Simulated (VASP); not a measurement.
Set up this calculation in VASP 6.6.1, as the native input.

```
Task                   : relaxation of cell and atoms
Functional             : PBEsol
Dispersion             : D3(BJ)
Potentials or basis    : VASP PAW PBE potentials, release 64 (Ag)
Cutoff                 : 600 eV
k mesh                 : 18 × 18 × 18
Occupations            : methfessel-paxton, width 0.1 eV
Spin                   : no spin polarisation
Further INCAR settings : ALGO = Normal; EDIFF = 1e-06; IBRION = 2; EDIFFG = -0.005; NSW = 40; ISIF = 3
```

The structure of Ag lies in POSCAR:

```
Ag
1.0
    0.0000000000      2.0300000000      2.0300000000
    2.0300000000      0.0000000000      2.0300000000
    2.0300000000      2.0300000000      0.0000000000
Ag
1
Direct
    0.0000000000      0.0000000000      0.0000000000
```

The cell was built by a generator and needn't be a form met in nature.

These files were run (other wordings do the same):

INCAR

```
SYSTEM = Ag
PREC     = Accurate       ! precision mode
ENCUT    = 600            ! plane-wave cutoff, eV
EDIFF    = 1E-6           ! SCF threshold, eV
ISMEAR   = 1              ! smearing method
SIGMA    = 0.1            ! smearing width, eV
LREAL    = .False.        ! projectors in reciprocal space
LASPH    = .True.         ! aspherical terms in the spheres
NELM     = 120            ! most SCF steps
ALGO     = Normal         ! electronic algorithm
ISIF     = 3              ! what is computed and relaxed
LWAVE    = .False.        ! write WAVECAR
LCHARG   = .False.        ! write CHGCAR
GGA      = PS             ! functional
IVDW     = 12             ! dispersion correction
IBRION   = 2              ! ionic algorithm
NSW      = 40             ! ionic steps
EDIFFG   = -0.005         ! ionic threshold
```

KPOINTS

```
regular mesh
0
Gamma
  18 18 18
  0 0 0
```

Potentials or basis: VASP PAW PBE potentials, release 64 (Ag).

The run is started by

```sh
$ cat potpaw_PBE.64/Ag/POTCAR > POTCAR
$ mpirun -np 1 vasp_std > vasp.out
```

Results of the run:

* Relaxed volume: 15.92 Å³/atom
* Relaxed cell: a = 2.823 Å, b = 2.823 Å, c = 2.823 Å, α = 60.00°, β = 60.00°, γ = 60.00°
* Space group after relaxing (to 0.05 Å): Fm-3m (No. 225)
* Energy gained by relaxing: 16.7 meV/atom
* Ionic steps: 3
* Pressure after relaxing: 0.0 GPa
* Band gap on the k mesh: none (metal or under the smearing width)
* Dispersion energy per atom: -0.585 eV

Caveat: the PAW data sets were made with another functional, which shifts forces and pressure a little; pairwise dispersion overbinds metals, which lowers pressure and volume.

It took 34 s on 1 thread of AMD EPYC 9R45 96-Core Processor (Zen 5) (shared host), peak memory 0.15 GiB.
